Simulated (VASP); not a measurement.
All values below come from PBEsol GGA, VASP's PBE PAW potentials (set 64) (plane waves; VASP 6.6.1).

VASP input:

POSCAR:
```
Sc
1
    1.6383362529    -2.8376815460     0.0000000000
    1.6383362529     2.8376815460    -0.0000000000
   -0.0000000000     0.0000000000     5.0826625348
Sc
2
Direct
  0.3333330000   0.6666670000   0.2500000000
  0.6666670000   0.3333330000   0.7500000000
```

### INCAR
```
! general
SYSTEM   =  Sc
PREC     =  Accurate
ENCUT    =  400
LREAL    =  .False.   ! projection in real space or not
LASPH    =  .True.   ! aspherical one-centre terms

! electronic loop
EDIFF    =  1E-8   ! SCF stop (eV)
NELM     =  100
ALGO     =  Normal
LMAXMIX  =  4   ! l cut-off of mixed one-centre charges

! smearing
ISMEAR   =  1   ! Methfessel-Paxton
SIGMA    =  0.1   ! width (eV)

! functional
GGA      =  PS   ! PBEsol

! ions
IBRION   =  1
NSW      =  30   ! most ionic steps
ISIF     =  2   ! forces and stress, cell fixed
EDIFFG   =  -0.001   ! ionic stop

! output
LWAVE    =  .False.
LCHARG   =  .False.
```

KPOINTS:
```
Automatic
0
G
12 12 7
```

POTCAR, in this order: Sc_sv (PBE.64 set). Program: vasp_std.

The resulting files:

OSZICAR:
```
       N       E                     dE             d eps       ncg     rms          rms(c)
DAV:   1     0.338043000807E+03    0.33804E+03   -0.10002E+04  2296   0.128E+03
DAV:   2     0.389521472991E+01   -0.33415E+03   -0.32982E+03  3071   0.661E+02
DAV:   3    -0.144148614458E+02   -0.18310E+02   -0.17893E+02  3754   0.172E+02
DAV:   4    -0.146919032326E+02   -0.27704E+00   -0.27656E+00  3447   0.208E+01
DAV:   5    -0.146962719644E+02   -0.43687E-02   -0.43680E-02  3825   0.250E+00    0.825E+00
DAV:   6    -0.133995112241E+02    0.12968E+01   -0.29454E+00  2847   0.225E+01    0.246E+00
DAV:   7    -0.132244016805E+02    0.17511E+00   -0.74534E-01  2952   0.103E+01    0.836E-01
DAV:   8    -0.132125153545E+02    0.11886E-01   -0.26187E-02  3113   0.241E+00    0.232E-01
DAV:   9    -0.132112756990E+02    0.12397E-02   -0.67125E-03  2988   0.996E-01    0.187E-02
DAV:  10    -0.132112901701E+02   -0.14471E-04   -0.92025E-05  3859   0.146E-01    0.649E-03
DAV:  11    -0.132112886445E+02    0.15256E-05   -0.18248E-06  3530   0.195E-02    0.188E-03
DAV:  12    -0.132112893721E+02   -0.72766E-06   -0.35503E-07  3610   0.764E-03    0.876E-04
DAV:  13    -0.132112890216E+02    0.35056E-06   -0.15789E-08  2127   0.180E-03    0.707E-05
DAV:  14    -0.132112890404E+02   -0.18839E-07   -0.19949E-09  1812   0.101E-03    0.757E-05
DAV:  15    -0.132112890475E+02   -0.70336E-08   -0.11498E-09  1721   0.709E-04
   1 F= -.13211289E+02 E0= -.13211167E+02  d E =-.132113E+02
```

File OUTCAR:
```
------------------------ aborting loop because EDIFF is reached ----------------------------------------
  FORCE on cell =-STRESS in cart. coord.  units (eV):
  Direction    XX          YY          ZZ          XY          YZ          ZX
  --------------------------------------------------------------------------------------
  Total        0.0078115      0.0078115     -0.0124466      0.0000000     -0.0000000      0.0000000
  in kB        0.2648255      0.2648255     -0.4219625      0.0000000     -0.0000000      0.0000000
  external PRESSURE =       0.0358962 kB  Pullay stress =       0.0000000 kB
  volume of cell :       47.26
      direct lattice vectors                 reciprocal lattice vectors
     1.638336253 -2.837681546  0.000000000     0.305187656 -0.176200180  0.000000000
     1.638336253  2.837681546  0.000000000     0.305187656  0.176200180  0.000000000
     0.000000000  0.000000000  5.082662535     0.000000000  0.000000000  0.196747274
 POSITION                                       TOTAL-FORCE (eV/Angst)
 -----------------------------------------------------------------------------------
      1.63834      0.94590      1.27067         0.000000      0.000000      0.000000
      1.63834     -0.94590      3.81200         0.000000     -0.000000      0.000000
 -----------------------------------------------------------------------------------
    total drift:                                0.000117      0.000682     -0.000015
  FREE ENERGIE OF THE ION-ELECTRON SYSTEM (eV)
  ---------------------------------------------------
  free  energy   TOTEN  =       -13.2112890475 eV

  energy  without entropy=      -13.2109226163  energy(sigma->0) =      -13.21116690

 reached required accuracy - stopping structural energy minimisation
```
(Selected blocks of OUTCAR.)

**OUTCAR**
```
 val. band max:        3.8177381883   @ k =   0.4167   0.0000   0.4286

 cond. band min:       3.8252028770   @ k =   0.1667   0.0833   0.0000


 Fermi energy:         3.8227300730

 k-point     1 :       0.0000    0.0000    0.0000
  band No.  band energies     occupation
      1     -45.2781      2.00000
      2     -45.1904      2.00000
      3     -24.2390      2.00000
      4     -23.8440      2.00000
      5     -23.8440      2.00000
      6     -23.7652      2.00000
      7     -23.7652      2.00000
      8     -23.7252      2.00000
      9      -1.3919      2.00000
     10       2.1222      2.00000
     11       4.5756     -0.00000
     12       5.4491     -0.00000
     13       5.4491     -0.00000
     14       5.7575     -0.00000
     15       5.9339      0.00000

 k-point     2 :       0.0833   -0.0000    0.0000
  band No.  band energies     occupation
      1     -45.2742      2.00000
      2     -45.1890      2.00000
      3     -24.2284      2.00000
      4     -23.8639      2.00000
      5     -23.8510      2.00000
      6     -23.7862      2.00000
      7     -23.7676      2.00000
      8     -23.7303      2.00000
      9      -1.2351      2.00000
     10       2.2517      2.00000
     11       4.4208     -0.00000
     12       5.1761     -0.00000
     13       5.5649     -0.00000
     14       5.8284      0.00000
     15       5.9580      0.00000

 k-point     3 :       0.1667    0.0000    0.0000
  band No.  band energies     occupation
      1     -45.2632      2.00000
      2     -45.1856      2.00000
      3     -24.1980      2.00000
      4     -23.9188      2.00000
      5     -23.8696      2.00000
      6     -23.8426      2.00000
      7     -23.7747      2.00000
      8     -23.7455      2.00000
      9      -0.7808      2.00000
     10       2.5953      2.00000
     11       4.0665     -0.00305
     12       4.7114     -0.00000
     13       5.5884     -0.00000
     14       5.8450      0.00000
     15       5.8735      0.00000
...
```

The compound is Sc in the hcp structure. It was relaxed first, which changed the volume by -5 %. The start is the result of an earlier pass.
